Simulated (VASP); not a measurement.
Input:

```
CELL_PARAMETERS angstrom
      3.51007     0.00000     0.00000
      0.00000     3.51007     0.00000
      0.00000     0.00000     3.51007
ATOMIC_POSITIONS crystal
  Fe 0.00000 0.00000 0.00000
  Ni 0.00000 0.50000 0.50000
  Ni 0.50000 0.00000 0.50000
  Ni 0.50000 0.50000 0.00000
```
Starting moments (μB, in the order of the record's atoms Fe Ni Ni Ni): 3.2 0.7 0.7 0.7.

Method: r2SCAN meta-GGA, VASP's PBE PAW potentials (set 64) (plane waves; VASP). Numerical set-up: 480 eV cut-off, 8×8×8 Γ-centred mesh, first-order Methfessel-Paxton smearing of 0.10 eV, potentials Fe Ni.

Q: The ions, cell shape and volume at an external pressure of 5.0 GPa are relaxed. Which structure does the run end with?

A: 
```
CELL_PARAMETERS angstrom
      3.48738     0.00000     0.00000
      0.00000     3.48738     0.00000
      0.00000     0.00000     3.48738
ATOMIC_POSITIONS crystal
  Fe 0.00000 0.00000 0.00000
  Ni 0.00000 0.50000 0.50000
  Ni 0.50000 0.00000 0.50000
  Ni 0.50000 0.50000 0.00000
```
Space group Pm-3m (221), at a tolerance of 0.03 Å. The cell ends with 5.19 μB, on the sites 3.14 0.71 0.71 0.71 μB.

Q: How do energy and volume change from the first to the last step?

A: The energy (σ→0) changes by +3.6 meV/atom and the volume by -1.9 %, in 3 ionic steps.

```csv
step,E(σ→0) (eV),max force (eV/Å),pressure (GPa),volume (Å³)
1,-50.6963,0.000,0.63,43.25
2,-50.6340,0.000,10.75,41.43
3,-50.6819,0.000,4.94,42.41
```

The compound is Ni3Fe in the L1_2 structure. This run relaxes it under an external pressure of 5 GPa. Symmetry was kept, so distortions that lower it aren't found.
